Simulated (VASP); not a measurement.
Input for VASP

### POSCAR
```
Au
1
    0.0000000000     2.0400000000     2.0400000000
    2.0400000000     0.0000000000     2.0400000000
    2.0400000000     2.0400000000     0.0000000000
Au
1
Direct
  0.0000000000   0.0000000000   0.0000000000
```

INCAR:
```
SYSTEM = Au
PREC = Accurate
ENCUT = 400
EDIFF = 1E-6
NELM = 100
ALGO = Normal
LREAL = .FALSE.
LASPH = .TRUE.
ISMEAR = 1
SIGMA = 0.1
GGA = PE
LMAXMIX = 6
LWAVE = .FALSE.
LCHARG = .FALSE.
ISIF = 2
NBANDS = 4
```

KPOINTS:
```
Automatic mesh
0
Gamma
12 12 12
0 0 0
```

POTCAR, in this order: Au (PBE.64 set). Program: vasp_std.

The run wrote:

File standard output:
```
 POSCAR found type information on POSCAR Au
 POSCAR found :  1 types and       1 ions
 Reading from existing POTCAR
 Reading from existing POTCAR
 LDA part: xc-table for (Slater+PW92), standard interpolation

 -----------------------------------------------------------------------------
|                                                                             |
|     EEEEEEE  RRRRRR   RRRRRR   OOOOOOO  RRRRRR      ###     ###     ###     |
|     E        R     R  R     R  O     O  R     R     ###     ###     ###     |
|     E        R     R  R     R  O     O  R     R     ###     ###     ###     |
|     EEEEE    RRRRRR   RRRRRR   O     O  RRRRRR       #       #       #      |
|     E        R   R    R   R    O     O  R   R                               |
|     E        R    R   R    R   O     O  R    R      ###     ###     ###     |
|     EEEEEEE  R     R  R     R  OOOOOOO  R     R     ###     ###     ###     |
|                                                                             |
|     The number of bands is not sufficient to hold all electrons. I am       |
|     sorry, but this calculation does not make sense. If you want to         |
|     calculate only selected states, you need to set either EFERMI or        |
|     EREF. EREF specifies around which energy states are supposed to be      |
|     calculated.                                                             |
|     I found NBANDS = 4, NELECT = 11.                                        |
|                                                                             |
|       ---->  I REFUSE TO CONTINUE WITH THIS SICK JOB ... BYE!!! <----       |
|                                                                             |
 -----------------------------------------------------------------------------
```

Question: From input and log, find the fault in this run and mend it.

Answer: The cause: NBANDS is too small to hold all electrons. VASP stops with an error: The number of bands is not sufficient to hold all electrons. I am sorry, but this calculation does not make sense. If you want to calculate only selected states, you need to set either EFERMI or EREF. EREF specifies around which energy states are supposed to be calculated. I found NBANDS = 4, NELECT = 11. ----> I REFUSE TO CONTINUE WITH THIS SICK JOB ... BYE!!! <---- To mend it, remove NBANDS.

The mended run (PBE GGA, plane waves, VASP's PBE PAW potentials (set 64)) converges, and its OSZICAR ends with
```
   1 F= -.31850224E+01 E0= -.31851025E+01  d E =0.240212E-03
```

The compound is Au in the fcc structure. The cell was not relaxed at this level.
